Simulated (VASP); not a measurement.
**Tb: phonons from a supercell**

Wanted: whether Tb is dynamically stable, and its vibrational spectrum. The start is a cell from a database of measured crystal structures.

Program: VASP 6.6.1. Level of theory: PBEsol, 4f electrons in the core; plane waves and PAW (Tb_3). Results are calculated unless marked as measured.

## 1. The structure

The structure is hexagonal, space group P6_3/mmc (No. 194). The conventional cell has a = 3.601 Å, b = 3.601 Å, c = 5.694 Å, α = 90.00°, β = 90.00°, γ = 120.00°. Nearest to Tb lie 12 Tb at 3.53 to 3.60 Å.

Coordinates:

```xyz
2
Lattice="3.6010 0.0000 0.0000 -1.8005 3.1186 0.0000 0.0000 0.0000 5.6936" Properties=species:S:1:pos:R:3 pbc="T T T"
Tb    1.8005    1.0395    4.2702
Tb    0.0000    2.0790    1.4234
```

## 2. Relax the host

Cell and atoms are relaxed first, so that later runs start from this functional's own cell.

The input, INCAR:

```
SYSTEM = Tb
PREC = Accurate
ENCUT = 350
EDIFF = 1E-06
NELM = 120
ISMEAR = 1
SIGMA = 0.15
LREAL = .FALSE.
ALGO = Normal
GGA = PS
NBANDS = 15
LASPH = .TRUE.
LORBIT = 11
LWAVE = .FALSE.
LCHARG = .FALSE.
KPAR = 4
IBRION = 2
NSW = 40
ISIF = 3
EDIFFG = -0.02
POTIM = 0.4
```

The input, POSCAR:

```
Tb
1.0
    3.6010000000      0.0000000000      0.0000000000
   -1.8005000000      3.1185574790      0.0000000000
    0.0000000000      0.0000000000      5.6936000000
Tb
2
Direct
    0.6666666667      0.3333333333      0.7500000000
    0.3333333333      0.6666666667      0.2500000000
```

The input, KPOINTS:

```
Automatic mesh
0
Gamma
11 11 6
0 0 0
```

PAW data sets: Tb_3 (PBE family, release 64).

Command:

```bash
mpirun -np 4 vasp_std
```

What it wrote:

```text
[banner, memory and clock lines left out]
running    4 mpi-ranks, on    1 nodes
 distrk:  each k-point on    1 cores,    4 groups
 distr:  one band on    1 cores,    1 groups

 POSCAR found type information on POSCAR Tb
 POSCAR found :  1 types and       2 ions
|                                                                             |
|               ----> ADVICE to this user running VASP <----                  |
|                                                                             |
|     You enforced a specific xc type in the INCAR file but a different       |
|     [... a line on the potential file left out ...]
|     I HOPE YOU KNOW WHAT YOU ARE DOING!                                     |
|                                                                             |

 LDA part: xc-table for (Slater+PW92), standard interpolation
 POSCAR, INCAR and KPOINTS ok, starting setup
 FFT: planning ... GRIDC
 FFT: planning ... GRID_SOFT
 FFT: planning ... GRID
 WAVECAR not read
 entering main loop
       N       E                     dE             d eps       ncg     rms          rms(c)
DAV:   1     0.345109968661E+02    0.34511E+02   -0.71472E+03  1928   0.797E+02
DAV:   2    -0.863086324250E+01   -0.43142E+02   -0.41943E+02  2298   0.199E+02
DAV:   3    -0.995416379746E+01   -0.13233E+01   -0.12809E+01  2648   0.232E+01
DAV:   4    -0.997043209944E+01   -0.16268E-01   -0.16238E-01  2236   0.293E+00
DAV:   5    -0.997079493207E+01   -0.36283E-03   -0.36277E-03  2749   0.342E-01    0.235E+01
DAV:   6    -0.996262584754E+01    0.81691E-02   -0.24843E-02  2321   0.111E+00    0.140E+01
DAV:   7    -0.996728302580E+01   -0.46572E-02   -0.44211E-02  2500   0.148E+00    0.218E-01
DAV:   8    -0.996682322388E+01    0.45980E-03   -0.25708E-03  2543   0.369E-01    0.528E-02
DAV:   9    -0.996681752748E+01    0.56964E-05   -0.22261E-04  2536   0.103E-01    0.300E-02
DAV:  10    -0.996681322230E+01    0.43052E-05   -0.24239E-05  2599   0.325E-02    0.305E-02
DAV:  11    -0.996681331410E+01   -0.91799E-07   -0.22754E-06  2515   0.106E-02
   1 F= -.99668133E+01 E0= -.99674912E+01  d E =-.996681E+01
 curvature:   0.00 expect dE= 0.000E+00 dE for cont linesearch  0.000E+00
 trial: gam= 0.00000 g(F)=  0.825E-49 g(S)=  0.353E-01 ort = 0.000E+00 (trialstep = 0.100E+01)
 search vector abs. value=  0.353E-01
 bond charge predicted
       N       E                     dE             d eps       ncg     rms          rms(c)
DAV:   1    -0.101162104106E+02   -0.14940E+00   -0.26035E+00  1934   0.114E+01    0.191E+00
DAV:   2    -0.100257209688E+02    0.90489E-01   -0.19053E-01  1955   0.338E+00    0.932E-01
DAV:   3    -0.998594608541E+01    0.39775E-01   -0.10568E-01  2263   0.225E+00    0.371E-01
DAV:   4    -0.998616934007E+01   -0.22325E-03   -0.53241E-03  2690   0.570E-01    0.286E-01
DAV:   5    -0.998613256572E+01    0.36774E-04   -0.71934E-04  2130   0.160E-01    0.320E-02
DAV:   6    -0.998612472814E+01    0.78376E-05   -0.52875E-05  2665   0.510E-02    0.174E-02
DAV:   7    -0.998612162183E+01    0.31063E-05   -0.69988E-06  2361   0.202E-02    0.421E-03
DAV:   8    -0.998612173933E+01   -0.11749E-06   -0.22100E-07  1513   0.352E-03
   2 F= -.99861217E+01 E0= -.99865019E+01  d E =-.193084E-01
[...]
3 F= -.99862145E+01 E0= -.99865606E+01  d E =-.194012E-01
[...]
4 F= -.99862089E+01 E0= -.99865443E+01  d E =-.193955E-01
 curvature:  -0.54 expect dE=-0.416E-04 dE for cont linesearch -0.780E-05
 ZBRENT: bracketing found
 ZBRENT: accuracy reached
 trial: gam= 0.00000 g(F)=  0.132E-48 g(S)=  0.768E-04 ort =-0.713E-03 (trialstep = 0.102E+01)
 search vector abs. value=  0.768E-04
 bond charge predicted
       N       E                     dE             d eps       ncg     rms          rms(c)
DAV:   1    -0.998643238229E+01   -0.22380E-03   -0.54958E-03  1983   0.497E-01    0.673E-02
DAV:   2    -0.998631872065E+01    0.11366E-03   -0.20678E-04  2473   0.110E-01    0.368E-02
DAV:   3    -0.998626860355E+01    0.50117E-04   -0.71254E-05  2522   0.587E-02    0.151E-02
DAV:   4    -0.998626528469E+01    0.33189E-05   -0.12674E-05  2744   0.259E-02    0.905E-03
DAV:   5    -0.998626446316E+01    0.82153E-06   -0.69681E-07  1331   0.560E-03
   5 F= -.99862645E+01 E0= -.99866342E+01  d E =-.555997E-04
 trial-energy change:   -0.000056  1 .order   -0.000058   -0.000078   -0.000038
 step:   1.9724(harm=  1.9724)  dis= 0.00000  next Energy=    -9.986285 (dE=-0.757E-04)
 reached required accuracy - stopping structural energy minimisation
```

Run time: 13 s. Hardware: 4 MPI ranks of Intel Xeon 6975P-C (Granite Rapids), shared host; peak memory 0.65 GiB; 49 s of CPU time.

The logs omit lines about the potential files and the build; timing stands in the text.

From OUTCAR (step 2):

```text
ion  position               nearest neighbor table
   1  0.667  0.333  0.750-   2 3.53   2 3.53   2 3.53   2 3.53   2 3.53   2 3.53
   2  0.333  0.667  0.250-   1 3.53   1 3.53   1 3.53   1 3.53   1 3.53   1 3.53

  LATTYP: Found a hexagonal cell.
 ALAT       =     3.6010000000
 C/A-ratio  =     1.5811163566

 Subroutine GETGRP returns: Found 24 space group operations
 (whereof 12 operations were pure point group operations)

The static configuration has the point symmetry D_3d.
 The point group associated with its full space group is D_6h.

 Found     64 irreducible k-points:

   k-points           NKPTS =     64   k-points in BZ     NKDIM =     64   number of bands    NBANDS=     15

   dimension x,y,z NGX =    24 NGY =   24 NGZ =   36
   dimension x,y,z NGXF=    48 NGYF=   48 NGZF=   72

   ENCUT  =  350.0 eV  25.72 Ry    5.07 a.u.   5.49  5.49  8.69*2*pi/ulx,y,z

   NELECT =      18.0000    total number of electrons

 k-points in reciprocal lattice and weights: Automatic mesh
   0.00000000  0.00000000  0.00000000       0.001
   0.09090909 -0.00000000  0.00000000       0.008
   0.18181818 -0.00000000  0.00000000       0.008
   0.27272727  0.00000000  0.00000000       0.008
   0.36363636 -0.00000000  0.00000000       0.008
   0.45454545 -0.00000000  0.00000000       0.008
   0.09090909  0.09090909  0.00000000       0.008
   0.18181818  0.09090909  0.00000000       0.017
   0.27272727  0.09090909  0.00000000       0.017
[...]
0.27272727  0.27272727  0.50000000       0.008
   0.36363636  0.27272727  0.50000000       0.008

 average (electrostatic) potential at core
       1 -35.3319       2 -35.3319

 E-fermi :   3.3871

 k-point     1 :       0.0000    0.0000    0.0000
  band No.  band energies     occupation
    ...
      4     -18.6708      2.00000
      5     -18.6708      2.00000
      6     -18.6144      2.00000
      7      -1.6723      2.00000
      8       1.1142      2.00000
      9       4.9878     -0.00000
     10       5.1216     -0.00000
     11       5.1216     -0.00000
     12       5.4900     -0.00000
     13       5.8666     -0.00000
    ...

 k-point     2 :       0.0909   -0.0000    0.0000
  band No.  band energies     occupation
    ...
      4     -18.7212      2.00000
      5     -18.6767      2.00000
      6     -18.6252      2.00000
      7      -1.4603      2.00000
      8       1.3170      2.00000
      9       4.6471     -0.00000
     10       4.6745     -0.00000
     11       5.3234     -0.00000
     12       5.6236     -0.00000
     13       5.8532     -0.00000
    ...

 k-point     3 :       0.1818   -0.0000    0.0000
  band No.  band energies     occupation
    ...
      4     -18.8513      2.00000
      5     -18.6939      2.00000
      6     -18.6575      2.00000
      7      -0.8682      2.00000
      8       1.8288      2.00000
      9       3.9510     -0.00000
     10       3.9949     -0.00000
     11       5.1413     -0.00000
     12       5.7363     -0.00000
     13       5.7581     -0.00000
    ...

  Total        0.0164227      0.0164227     -0.0263252      0.0000000      0.0000000      0.0000000
  in kB        0.4316179      0.4316179     -0.6918727      0.0000000      0.0000000      0.0000000
  external PRESSURE =       0.0571210 kB  Pullay stress =       0.0000000 kB

  energy-cutoff  :      350.00
  volume of cell :       60.96
      direct lattice vectors                 reciprocal lattice vectors
     3.553022217  0.000000000 -0.000000000     0.281450534  0.162495542  0.000000000
    -1.776511109  3.077007501 -0.000000000    -0.000000000  0.324991083 -0.000000000
    -0.000000000  0.000000000  5.576086959     0.000000000  0.000000000  0.179337232

 POSITION                                       TOTAL-FORCE (eV/Angst)
 -----------------------------------------------------------------------------------
      1.77651      1.02567      4.18207         0.000000     -0.000000      0.000000
     -0.00000      2.05134      1.39402        -0.000000      0.000000     -0.000000
 -----------------------------------------------------------------------------------
    total drift:                               -0.000000      0.000000     -0.000000

  FREE ENERGIE OF THE ION-ELECTRON SYSTEM (eV)
  ---------------------------------------------------
  free  energy   TOTEN  =        -9.9862644632 eV

  energy  without entropy=       -9.9873736626  energy(sigma->0) =       -9.98663420

 reached required accuracy - stopping structural energy minimisation

 total charge
# of ion       s       p       d       tot
------------------------------------------
    1        0.411   6.316   1.169   7.896
    2        0.411   6.316   1.169   7.896
--------------------------------------------------
tot          0.822  12.632   2.338  15.792

[... 3 further parts left out ...]
```

CONTCAR:

```
Tb
   1.00000000000000
     3.5530222174870594    0.0000000000000000   -0.0000000000000000
    -1.7765111087435297    3.0770075005276607   -0.0000000000000000
    -0.0000000000000000    0.0000000000000000    5.5760869589796886
  Tb
     2
Direct
     0.6666666667000030    0.3333333332999970    0.7500000000000000
     0.3333333332999970    0.6666666667000030    0.2500000000000000
```

The data set Tb_3 holds the 4f electrons frozen in the core, so no f bands or f moments appear. The k-mesh is coarse for a metal. The PAW data sets were made with PBE, which is usual practice but a small mismatch for other functionals. The run keeps the 24 symmetry operations of its start, so it cannot find a distortion of lower symmetry.

Step by step:

```tsv
step	energy less that of the first step (eV)	largest force (eV/Å)	pressure (GPa)	volume (Å³)
1	0.0000	0.0000	-1.93	63.94
2	-0.0193	0.0000	-0.13	61.13
3	-0.0194	0.0000	0.00	60.94
4	-0.0194	0.0000	0.06	60.89
5	-0.0195	0.0000	0.01	60.96
```

```tsv
conventional cell, symmetrised	before	after	change
a (Å)	3.601	3.553	-1.3 %
b (Å)	3.601	3.553	-1.3 %
c (Å)	5.694	5.576	-2.1 %
volume (Å³/atom)	31.97	30.48	-4.7 %
```

Final coordinates:

```xyz
2
Lattice="3.5530 0.0000 0.0000 -1.7765 3.0770 0.0000 0.0000 0.0000 5.5761" Properties=species:S:1:pos:R:3 pbc="T T T"
Tb    1.7765    1.0257    4.1821
Tb    0.0000    2.0513    1.3940
```

Numbers from this step:

```
electronic cycles                               : 34
electrons                                       : 18
free energy (TOTEN)                             : -9.986 eV
energy at zero smearing                         : -9.987 eV
Fermi energy                                    : 3.387 eV
pressure                                        : 0.005712 GPa
labelled metallic, from the levels on this mesh : yes
```

The run ended after 5 ionic steps, 0.019 eV below its first step, once forces and stress met EDIFFG = -0.02.

## 3. Tight relaxation

Force constants are second derivatives, so residual forces and stress must first be far smaller than in an ordinary relaxation. Smearing differs from the relaxation before, which can move the cell too.

The input, INCAR:

```
SYSTEM = Tb
PREC = Accurate
ENCUT = 350
EDIFF = 1E-08
NELM = 120
ISMEAR = 1
SIGMA = 0.2
LREAL = .FALSE.
ALGO = Fast
GGA = PS
NBANDS = 15
LASPH = .TRUE.
LORBIT = 11
LWAVE = .FALSE.
LCHARG = .FALSE.
KPAR = 4
IBRION = 1
NSW = 30
ISIF = 3
EDIFFG = -0.002
POTIM = 0.4
```

The input, POSCAR:

```
Tb
1.0
    3.5530222175      0.0000000000      0.0000000000
   -1.7765111087      3.0770075005      0.0000000000
    0.0000000000      0.0000000000      5.5760869590
Tb
2
Direct
    0.6666666667      0.3333333333      0.7500000000
    0.3333333333      0.6666666667      0.2500000000
```

KPOINTS is that of step 2.

Command:

```bash
mpirun -np 4 vasp_std
```

What it wrote:

```text
[banner, memory and clock lines left out]
running    4 mpi-ranks, on    1 nodes
 distrk:  each k-point on    1 cores,    4 groups
 distr:  one band on    1 cores,    1 groups

 POSCAR found type information on POSCAR Tb
 POSCAR found :  1 types and       2 ions
 [... a notice as in an earlier step ...]

 LDA part: xc-table for (Slater+PW92), standard interpolation
 POSCAR, INCAR and KPOINTS ok, starting setup
 FFT: planning ... GRIDC
 FFT: planning ... GRID_SOFT
 FFT: planning ... GRID
 WAVECAR not read
 entering main loop
       N       E                     dE             d eps       ncg     rms          rms(c)
DAV:   1     0.362191834299E+02    0.36219E+02   -0.72137E+03  1920   0.808E+02
DAV:   2    -0.859802060941E+01   -0.44817E+02   -0.43532E+02  2179   0.202E+02
DAV:   3    -0.996228738440E+01   -0.13643E+01   -0.13027E+01  2655   0.236E+01
DAV:   4    -0.998436883151E+01   -0.22081E-01   -0.21666E-01  2270   0.298E+00
DAV:   5    -0.998482075634E+01   -0.45192E-03   -0.45140E-03  2725   0.339E-01    0.242E+01
RMM:   6    -0.997954700351E+01    0.52738E-02   -0.19946E-02  1922   0.981E-01    0.145E+01
RMM:   7    -0.998573115850E+01   -0.61842E-02   -0.54647E-02  2030   0.145E+00    0.252E-01
RMM:   8    -0.998566786421E+01    0.63294E-04   -0.54928E-03  2014   0.628E-01    0.601E-02
RMM:   9    -0.998570425758E+01   -0.36393E-04   -0.10977E-03  2078   0.191E-01    0.399E-02
RMM:  10    -0.998568846883E+01    0.15789E-04   -0.43646E-04  1920   0.148E-01    0.430E-02
RMM:  11    -0.998565910240E+01    0.29366E-04   -0.79674E-05  1983   0.626E-02    0.167E-02
RMM:  12    -0.998565945377E+01   -0.35137E-06   -0.11644E-05  2237   0.169E-02    0.124E-02
RMM:  13    -0.998566000934E+01   -0.55558E-06   -0.11764E-06  2010   0.663E-03    0.554E-03
RMM:  14    -0.998565996827E+01    0.41074E-07   -0.25171E-07  2015   0.289E-03    0.304E-03
RMM:  15    -0.998565990367E+01    0.64604E-07   -0.96026E-08  1938   0.205E-03    0.648E-04
RMM:  16    -0.998565992568E+01   -0.22010E-07   -0.15491E-08  1425   0.102E-03    0.164E-04
RMM:  17    -0.998565992780E+01   -0.21225E-08   -0.33702E-09  1302   0.351E-04
   1 F= -.99856599E+01 E0= -.99857298E+01  d E =-.998566E+01
 BRION: g(F)=  0.464E-49 g(S)=  0.144E-04
 bond charge predicted
       N       E                     dE             d eps       ncg     rms          rms(c)
DAV:   1    -0.998570661575E+01   -0.46690E-04   -0.10034E-03  2697   0.218E-01    0.361E-02
RMM:   2    -0.998568011435E+01    0.26501E-04   -0.43902E-05  1980   0.530E-02    0.172E-02
RMM:   3    -0.998566786568E+01    0.12249E-04   -0.29251E-05  1958   0.344E-02    0.508E-03
RMM:   4    -0.998566854267E+01   -0.67699E-06   -0.61456E-06  2073   0.177E-02    0.271E-03
RMM:   5    -0.998566875327E+01   -0.21060E-06   -0.84885E-07  2184   0.631E-03    0.206E-03
RMM:   6    -0.998566897272E+01   -0.21945E-06   -0.16190E-07  1970   0.287E-03    0.754E-04
RMM:   7    -0.998566893181E+01    0.40908E-07   -0.53709E-08  1903   0.183E-03    0.415E-04
RMM:   8    -0.998566892466E+01    0.71536E-08   -0.11910E-08  1356   0.843E-04
   2 F= -.99856689E+01 E0= -.99857398E+01  d E =-.899686E-05
[...]
3 F= -.99856708E+01 E0= -.99857482E+01  d E =-.190560E-05
 BRION: g(F)=  0.615E-48 g(S)=  0.617E-06 retain N=  2 mean eig= 3.80
 eig:   1.412  6.187
 bond charge predicted
       N       E                     dE             d eps       ncg     rms          rms(c)
DAV:   1    -0.998567959381E+01   -0.87667E-05   -0.38853E-04  2172   0.127E-01    0.126E-02
RMM:   2    -0.998567407448E+01    0.55193E-05   -0.59893E-06  2002   0.196E-02    0.749E-03
RMM:   3    -0.998567173762E+01    0.23369E-05   -0.31267E-06  2003   0.111E-02    0.401E-03
RMM:   4    -0.998567175331E+01   -0.15686E-07   -0.69930E-07  2245   0.526E-03    0.204E-03
RMM:   5    -0.998567174861E+01    0.46932E-08   -0.69557E-08  1932   0.191E-03
   4 F= -.99856717E+01 E0= -.99857584E+01  d E =-.918352E-06
 BRION: g(F)=  0.107E-48 g(S)=  0.972E-09 retain N=  1 mean eig= 3.08
 eig:   3.078
 reached required accuracy - stopping structural energy minimisation
```

It took 12 s on 4 MPI ranks; peak memory 0.64 GiB; 46 s of CPU time.

From OUTCAR (step 3):

```text
  LATTYP: Found a hexagonal cell.
 ALAT       =     3.5530222175
 C/A-ratio  =     1.5693926516

 Found     64 irreducible k-points:

   ENCUT  =  350.0 eV  25.72 Ry    5.07 a.u.   5.42  5.42  8.51*2*pi/ulx,y,z

   NELECT =      18.0000    total number of electrons

 E-fermi :   3.3812

 k-point     1 :       0.0000    0.0000    0.0000
  band No.  band energies     occupation
    ...
      4     -18.6653      2.00000
      5     -18.6653      2.00000
      6     -18.6084      2.00000
      7      -1.6698      2.00000
      8       1.1182      2.00000
      9       5.0015     -0.00000
     10       5.1236     -0.00000
     11       5.1236     -0.00000
     12       5.5033     -0.00000
     13       5.8719     -0.00000
    ...

 k-point     2 :       0.0909    0.0000    0.0000
  band No.  band energies     occupation
    ...
      4     -18.7156      2.00000
      5     -18.6711      2.00000
      6     -18.6192      2.00000
      7      -1.4579      2.00000
      8       1.3207      2.00000
      9       4.6498     -0.00000
     10       4.6865     -0.00000
     11       5.3253     -0.00000
     12       5.6297     -0.00000
     13       5.8657     -0.00000
    ...

  Total        0.0001542      0.0001542      0.0000529      0.0000000     -0.0000000      0.0000000
  in kB        0.0040562      0.0040562      0.0013903      0.0000000     -0.0000000      0.0000000
  external PRESSURE =       0.0031676 kB  Pullay stress =       0.0000000 kB

  energy-cutoff  :      350.00
  volume of cell :       60.92
      direct lattice vectors                 reciprocal lattice vectors
     3.553597785  0.000000000 -0.000000000     0.281404948  0.162469222  0.000000000
    -1.776798893  3.077505957 -0.000000000    -0.000000000  0.324938445  0.000000000
    -0.000000000 -0.000000000  5.570766003     0.000000000  0.000000000  0.179508527

 POSITION                                       TOTAL-FORCE (eV/Angst)
 -----------------------------------------------------------------------------------
      1.77680      1.02584      4.17807         0.000000     -0.000000      0.000000
     -0.00000      2.05167      1.39269        -0.000000      0.000000      0.000000
 -----------------------------------------------------------------------------------
    total drift:                                0.000000     -0.000000      0.000000

  FREE ENERGIE OF THE ION-ELECTRON SYSTEM (eV)
  ---------------------------------------------------
  free  energy   TOTEN  =        -9.9856717486 eV

  energy  without entropy=       -9.9859316013  energy(sigma->0) =       -9.98575837

 total charge
# of ion       s       p       d       tot
------------------------------------------
    1        0.411   6.316   1.171   7.897
    2        0.411   6.316   1.171   7.897
--------------------------------------------------
tot          0.822  12.631   2.341  15.795

[... 5 parts as in an earlier step ...]

[... 7 further parts left out ...]
```

Little changed from the start: no atom moved by 0.005 Å and no cell edge by 0.1 %.

Numbers from this step:

```
electronic cycles       : 35
energy at zero smearing : -9.986 eV
Fermi energy            : 3.381 eV
pressure                : 3.17e-4 GPa
```

The run ended after 4 ionic steps, 0.000 eV below its first step, once forces and stress met EDIFFG = -0.002.

(Part 1 of 3 ends here.)

[Lines on the potential files, build, host, timing and source positions are cut from VASP's logs without a mark.]

[Logs are printed without paths, hosts, clocks, repeated set-up lines and the standing remarks that a program may print on its own settings, such as how far it seeks lower states.]

[Hosts, paths, dates, database ids (printed as entryN), source tags and the programs' standing remarks are cut or masked in the printed files.]

[Runs that stopped without an error message from VASP are left out.]
